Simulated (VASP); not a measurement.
# RbTiCd3 (P4mm) in VASP: reference runs

How does RbTiCd3 come out in PBE? The cell is run as given.

Everything below comes from runs of VASP 6.6.1. Logs are shortened: lines on timing, memory, paths and dates and some standing lists are left out, and cuts for length are marked.

## Step 1: Starting point

The structure is tetragonal, space group P4mm (No. 99). Conventional cell: a = 4.911 Å, b = 4.911 Å, c = 4.921 Å, α = 90.00°, β = 90.00°, γ = 90.00°. Rb (site symmetry 4mm) has 12 Cd at 3.34 to 3.62 Å as nearest neighbours. Ti (site symmetry 4mm) is surrounded by 6 Cd at 2.43 to 2.49 Å. Around Cd (site symmetry 2mm) lie 2 Ti at 2.46 Å. Cd (site symmetry 4mm) has 2 Ti at 2.43 to 2.49 Å as nearest neighbours.

The cell was built by a generator and needn't be a form met in nature.

## Step 2: Single point, PBE

File INCAR:

```
SYSTEM = RbTiCd3
PREC = Accurate
ENCUT = 520
EDIFF = 1E-7
ISMEAR = -1
SIGMA = 0.05
LREAL = .FALSE.
LASPH = .TRUE.
NELM = 100
ALGO = Normal
ISIF = 2
LWAVE = .FALSE.
LCHARG = .FALSE.
GGA = PE
NBANDS = 36
```

File KPOINTS:

```
Automatic mesh
0
G
  6 6 6
  0 0 0
```

File POSCAR:

```
RbTiCd3
1.0
    4.9108768100      0.0000000000      0.0000000000
    0.0000000000      4.9108768100      0.0000000000
    0.0000000000      0.0000000000      4.9211147800
Rb Ti Cd
1 1 3
Direct
    0.5000000000      0.5000000000      0.5148159900
    0.0000000000      0.0000000000      0.9928190100
    0.5000000000      0.0000000000      0.9752169800
    0.0000000000      0.5000000000      0.9752169800
    0.0000000000      0.0000000000      0.4859319900
```

Potentials or basis: VASP PAW PBE potentials, release 64 (Rb_sv, Ti_sv, Cd).

Command:

```sh
$ cat potpaw_PBE.64/Rb_sv/POTCAR potpaw_PBE.64/Ti_sv/POTCAR potpaw_PBE.64/Cd/POTCAR > POTCAR
$ mpirun -np 1 vasp_std > vasp.out
```

OUTCAR:

```text
SYSTEM = RbTiCd3
   PREC = Accurate
   ENCUT = 520
   EDIFF = 1E-7
   ISMEAR = -1
   LREAL = .FALSE.
   LASPH = .TRUE.
   NELM = 100
   ISIF = 2
   GGA = PE

 ion  position               nearest neighbor table
   1  0.500  0.500  0.515-   3 3.34   4 3.34   3 3.34   4 3.34   5 3.48   5 3.48   5 3.48   5 3.48
                             3 3.62   4 3.62   4 3.62   3 3.62   2 4.19   2 4.19   2 4.19   2 4.19
   2  0.000  0.000  0.993-   5 2.43   4 2.46   3 2.46   4 2.46   3 2.46   5 2.49   1 4.19   1 4.19
                             1 4.19   1 4.19   1 4.32   1 4.32   1 4.32   1 4.32
   3  0.500  0.000  0.975-   2 2.46   2 2.46   1 3.34   1 3.34   5 3.44   5 3.44   4 3.47   4 3.47
                             4 3.47   4 3.47   5 3.51   5 3.51   1 3.62   1 3.62
   4  0.000  0.500  0.975-   2 2.46   2 2.46   1 3.34   1 3.34   5 3.44   5 3.44   3 3.47   3 3.47
                             3 3.47   3 3.47   5 3.51   5 3.51   1 3.62   1 3.62
   5  0.000  0.000  0.486-   2 2.43   2 2.49   3 3.44   4 3.44   4 3.44   3 3.44   1 3.48   1 3.48
                             1 3.48   1 3.48   3 3.51   4 3.51   3 3.51   4 3.51

  LATTYP: Found a simple tetragonal cell.
 ALAT       =     4.9108768100
 C/A-ratio  =     1.0020847540

  Lattice vectors:

 A1 = (   4.9108768100,   0.0000000000,   0.0000000000)
 A2 = (   0.0000000000,   4.9108768100,   0.0000000000)
 A3 = (   0.0000000000,   0.0000000000,   4.9211147800)

Analysis of symmetry for initial positions (statically):
=====================================================================
 Subroutine PRICEL returns:
 Original cell was already a primitive cell.

 Routine SETGRP: Setting up the symmetry group for a
 simple tetragonal supercell.

 Subroutine GETGRP returns: Found  8 space group operations
 (whereof  8 operations were pure point group operations)
 out of a pool of 16 trial point group operations.

The static configuration has the point symmetry C_4v.

Analysis of symmetry for dynamics (positions and initial velocities):
=====================================================================
 Subroutine PRICEL returns:
 Original cell was already a primitive cell.

 Routine SETGRP: Setting up the symmetry group for a
 simple tetragonal supercell.

 Subroutine GETGRP returns: Found  8 space group operations
 (whereof  8 operations were pure point group operations)
 out of a pool of 16 trial point group operations.

The dynamic configuration has the point symmetry C_4v.

 Subroutine INISYM returns: Found  8 space group operations
 (whereof  8 operations are pure point group operations),
 and found     1 'primitive' translations

----------------------------------------------------------------------------------------

                                     Primitive cell

  volume of cell :     118.6811

  direct lattice vectors                    reciprocal lattice vectors
     4.910876810  0.000000000  0.000000000     0.203629624  0.000000000  0.000000000
     0.000000000  4.910876810  0.000000000     0.000000000  0.203629624  0.000000000
     0.000000000  0.000000000  4.921114780     0.000000000  0.000000000  0.203205990

  length of vectors
     4.910876810  4.910876810  4.921114780     0.203629624  0.203629624  0.203205990

  position of ions in fractional coordinates (direct lattice)
     0.500000000  0.500000000  0.514815990
     0.000000000  0.000000000  0.992819010
     0.500000000  0.000000000  0.975216980
     0.000000000  0.500000000  0.975216980
     0.000000000  0.000000000  0.485931990

  ion indices of the primitive-cell ions
   primitive index   ion index
                 1           1
                 2           2
                 3           3
                 4           4
                 5           5

----------------------------------------------------------------------------------------

 KPOINTS: Automatic mesh

Automatic generation of k-mesh.
 Grid dimensions read from file:
 generate k-points for:    6    6    6

 Generating k-lattice:

  Cartesian coordinates                     Fractional coordinates (reciprocal lattice)
     0.033938271  0.000000000  0.000000000     0.166666667  0.000000000  0.000000000
     0.000000000  0.033938271  0.000000000     0.000000000  0.166666667  0.000000000
     0.000000000  0.000000000  0.033867665     0.000000000  0.000000000  0.166666667

  Length of vectors
     0.033938271  0.033938271  0.033867665

  Shift w.r.t. Gamma in fractional coordinates (k-lattice)
     0.000000000  0.000000000  0.000000000

 Subroutine IBZKPT returns following result:
 ===========================================

 Found     40 irreducible k-points:

 Following reciprocal coordinates:
            Coordinates               Weight
  0.000000  0.000000  0.000000      1.000000
  0.166667  0.000000  0.000000      4.000000
  0.333333  0.000000  0.000000      4.000000
  0.500000  0.000000  0.000000      2.000000
  0.166667  0.166667  0.000000      4.000000
  0.333333  0.166667  0.000000      8.000000
[... 16 lines left out ...]
  0.333333  0.000000  0.333333      8.000000
  0.500000  0.000000  0.333333      4.000000
 [... further k-points ...]
   k-points           NKPTS =     40   k-points in BZ     NKDIM =     40   number of bands    NBANDS=     36
   number of dos      NEDOS =    301   number of ions     NIONS =      5
   total plane-waves  NPLWV =  64000
   dimension x,y,z NGX =    40 NGY =   40 NGZ =   40
   dimension x,y,z NGXF=    80 NGYF=   80 NGZF=   80
   ions per type =               1   1   3
   NGX,Y,Z   is equivalent  to a cutoff of  13.54, 13.54, 13.51 a.u.
   NGXF,Y,Z  is equivalent  to a cutoff of  27.08, 27.08, 27.03 a.u.
 SYSTEM =  RbTiCd3
   PREC   = accura    normal or accurate (medium, high low for compatibility)
   ISTART =      0    job   : 0-new  1-cont  2-samecut
   ICHARG =      2    charge: 1-file 2-atom 10-const
   ISPIN  =      1    spin polarized calculation?
   LNONCOLLINEAR =      F non collinear calculations
   LSORBIT =      F    spin-orbit coupling
   LASPH  =      T    aspherical Exc in radial PAW
   ENCUT  =  520.0 eV  38.22 Ry    6.18 a.u.   9.13  9.13  9.15*2*pi/ulx,y,z
   NELM   =    100;   NELMIN=  2; NELMDL= -5     # of ELM steps
   EDIFF  = 0.1E-06   stopping-criterion for ELM
   LREAL  =      F    real-space projection
   EDIFFG = 0.1E-05   stopping-criterion for IOM
   NSW    =      0    number of steps for IOM
   IBRION =     -1    ionic relax: 0-MD 1-quasi-New 2-CG
   NFREE  =      0    steps in history (QN), initial steepest desc. (CG)
   ISIF   =      2    stress and relaxation
   ISYM   =      2    0-nonsym 1-usesym 2-fastsym
   POTIM  = 0.5000    time-step for ionic-motion
   TEBEG  =    0.0;   TEEND  =   0.0 temperature during run
   PSTRESS=    0.0 pullay stress
   NELECT =      57.0000    total number of electrons
   NUPDOWN=      -1.0000    fix difference up-down
   EMIN   =  10.00;   EMAX   =-10.00  energy-range for DOS
   EFERMI =   0.00;   METHOD = LEGACY
   ISMEAR =    -1;   SIGMA  =   0.05  broadening in eV -4-tet -1-fermi 0-gaus
   EFERMI_NEDOS =   21; number of points for ismear=-14 and -15
   IALGO  =     38    algorithm
   IMIX   =      4    mixing-type and parameters
     AMIX     =   0.40;   BMIX     =  1.00
     AMIX_MAG =   1.60;   BMIX_MAG =  1.00
  volume/ion in A,a.u.               =      23.74       160.18
  Fermi-wavevector in a.u.,A,eV,Ry     =   1.282053  2.422729 22.363345  1.643659
  Thomas-Fermi vector in A             =   2.414387
   LORBIT       =      0    0 simple, 1 ext, 2 COOP (PROOUT), +10 PAW based schemes
   GGA     = PE    functional components
   LHFCALC =     F    Hartree Fock is set to
   AEXX    =    0.0000 exact exchange contribution
   IVDW    =     0    specifies the selected vdW correction
   LEPSILON=     F    determine dielectric tensor
   LRPA    =     F    only Hartree local field effects (RPA)
 non-spin polarized calculation
  energy-cutoff  :      520.00
  volume of cell :      118.68
 maximum number of plane-waves:      3218
 NGX is ok and might be reduce to    40
   NGX = 19   NGY = 19   NGZ = 19

 number of electron      57.0000006 magnetization

 Free energy of the ion-electron system (eV)
  ---------------------------------------------------
  ext. energy  EPLUGINS =         0.00000000
  ---------------------------------------------------
  free energy    TOTEN  =        -6.45308797 eV

  energy without entropy =       -6.40253045  energy(sigma->0) =       -6.42780921

 E-fermi :   3.1000     XC(G=0): -10.1244

 val. band max:        3.0733150585   @ k =   0.5000   0.0000   0.5000
 cond. band min:       3.1253159992   @ k =   0.5000   0.1667   0.1667
 fundamental gap:      0.0520009407
 Fermi energy:         3.1000475736

 k-point     1 :       0.0000    0.0000    0.0000
  band No.  band energies     occupation
      1     -53.4871      2.00000
      2     -29.8601      2.00000
      3     -29.8601      2.00000
      4     -29.8596      2.00000
      5     -23.8496      2.00000
      6      -8.0934      2.00000
[... 28 lines left out ...]
     35       8.0523      0.00000
     36       8.0523      0.00000

 k-point     2 :       0.1667    0.0000    0.0000
  band No.  band energies     occupation
      1     -53.4867      2.00000
      2     -29.8670      2.00000
      3     -29.8603      2.00000
      4     -29.8597      2.00000
      5     -23.8487      2.00000
      6      -8.1499      2.00000
[... 28 lines left out ...]
     35       7.7610      0.00000
     36       7.7751      0.00000

 k-point     3 :       0.3333    0.0000    0.0000
  band No.  band energies     occupation
      1     -53.4859      2.00000
      2     -29.8805      2.00000
      3     -29.8607      2.00000
      4     -29.8601      2.00000
      5     -23.8469      2.00000
      6      -8.2566      2.00000
[... 28 lines left out ...]
     35       7.7992      0.00000
     36       7.8051      0.00000
[... 742 lines left out ...]
 k-point    23 :       0.3333    0.0000    0.3333
  band No.  band energies     occupation
      1     -53.4847      2.00000
      2     -29.8814      2.00000
      3     -29.8799      2.00000
      4     -29.8613      2.00000
      5     -23.8448      2.00000
      6      -8.2464      2.00000
[... 28 lines left out ...]
     35       7.0968      0.00000
     36       7.4554      0.00000

 k-point    24 :       0.5000    0.0000    0.3333
  band No.  band energies     occupation
      1     -53.4844      2.00000
      2     -29.8878      2.00000
      3     -29.8804      2.00000
      4     -29.8615      2.00000
      5     -23.8441      2.00000
      6      -8.2631      2.00000
[... 28 lines left out ...]
     35       7.1508      0.00000
     36       7.5044      0.00000

 [... further k-points ...]
[... 5 lines left out ...]
  --------------------------------------------------------------------------------------
  -------------------------------------------------------------------------------------
  Total       14.6546316     14.6546316     14.5993888      0.0000000      0.0000000      0.0000000
  in kB      197.8353585    197.8353585    197.0895878      0.0000000      0.0000000      0.0000000
  external PRESSURE =     197.5867683 kB  Pullay stress =       0.0000000 kB

 VOLUME and BASIS-vectors are now :
 -----------------------------------------------------------------------------
  energy-cutoff  :      520.00
  volume of cell :      118.68
      direct lattice vectors                 reciprocal lattice vectors
     4.910876810  0.000000000  0.000000000     0.203629624  0.000000000  0.000000000
     0.000000000  4.910876810  0.000000000     0.000000000  0.203629624  0.000000000
     0.000000000  0.000000000  4.921114780     0.000000000  0.000000000  0.203205990

 POSITION                                       TOTAL-FORCE (eV/Angst)
 -----------------------------------------------------------------------------------
      2.45544      2.45544      2.53347        -0.000000     -0.000000     -0.659784
      0.00000      0.00000      4.88578         0.000000      0.000000     -0.195730
      2.45544      0.00000      4.79915        -0.000000      0.000000      0.081772
      0.00000      2.45544      4.79915        -0.000000      0.000000      0.081772
      0.00000      0.00000      2.39133        -0.000000      0.000000      0.691971
 -----------------------------------------------------------------------------------
    total drift:                               -0.000000      0.000000      0.000174

  FREE ENERGIE OF THE ION-ELECTRON SYSTEM (eV)
  ---------------------------------------------------
  free  energy   TOTEN  =        -6.4530879674 eV

  energy  without entropy=       -6.4025304528  energy(sigma->0) =       -6.42780921
```

Run time: 88 s. Hardware: 1 thread of Intel Xeon 6975P-C (Granite Rapids), shared host; peak memory 0.33 GiB.

What came out:

```yaml
Free_energy: -6.4531 eV
Pressure: 19.8 GPa
Largest_force: 0.692 eV/Å
Band_gap_on_the_k_mesh: none (metal or under the smearing width)
```

Forces in eV/Å, atoms in the order of the input:
```
Rb   0.000  0.000 -0.660
Ti   0.000  0.000 -0.196
Cd   0.000  0.000  0.082
Cd   0.000  0.000  0.082
Cd   0.000  0.000  0.692
```

Levels at points of the mesh, in eV from the Fermi level:
```csv
k point,band 25,band 26,band 27,band 28,band 29,band 30,band 31,band 32
"(0.00, 0.00, 0.00)",-2.15,-2.15,0.07,0.09,0.09,1.28,1.28,1.29
"(0.50, 0.00, 0.00)",-4.40,-1.84,-0.19,0.31,0.31,0.50,0.51,1.29
"(0.50, 0.50, 0.00)",-3.05,-3.05,-2.00,-0.51,-0.03,0.08,0.08,2.23
"(0.00, 0.00, 0.50)",-4.40,-1.85,-0.20,0.27,0.27,0.54,0.54,1.30
"(0.50, 0.00, 0.50)",-3.07,-3.06,-2.00,-0.52,-0.03,0.06,0.08,2.22
"(0.50, 0.50, 0.50)",-2.75,-2.75,-2.42,-1.32,-1.31,-1.31,-0.05,-0.04
```

Caveat: so large a pressure means that the cell lies far from this level's equilibrium, or that cutoff or potentials fall short.
